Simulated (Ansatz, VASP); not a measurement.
One calculation of Li4C, two programs

```
Li C
1.0
    -2.04910    2.04910    3.96626
     2.04910   -2.04910    3.96626
     2.04910    2.04910   -3.96626
Li C
4 1
Direct
  0.75727 0.75727 0.00000
  0.24273 0.24273 0.00000
  0.00000 0.50000 0.50000
  0.50000 0.00000 0.50000
  0.50000 0.50000 0.00000
```

Alike in both runs: task single point; functional PBE; k mesh 6 × 6 × 6; occupations gaussian, width 0.1 eV; collinear spin.

|  | VASP | Ansatz |
| --- | --- | --- |
| version | VASP 6.6.1 | Ansatz 0.2.0 |
| potentials or method | VASP PAW PBE potentials, release 64 (Li_sv, C) | scalar-relativistic, plane waves, PAW |
| plane-wave cutoff (eV) | 520 | 420 |
| valence electrons in the cell | 16 | 16 |

Ansatz gave:

- gap on the k mesh at the Fermi level (eV): none
- rms of the force components (eV/Å): 0.000
- net moment per atom (μB): 0.00

What did VASP give for the same quantities?

gap on the k mesh at the Fermi level (eV): none; rms of the force components (eV/Å): 0.004; net moment per atom (μB): 0.00.

Atom by atom the forces differ by 0.004 eV/Å (rms over components). A gap of «none» marks a metal or a gap that the smearing closes. Ansatz warned: «seeded_moment_not_kept».

Caveats: the k mesh is coarse (spacing up to 0.36 Å⁻¹), so the values aren't converged.
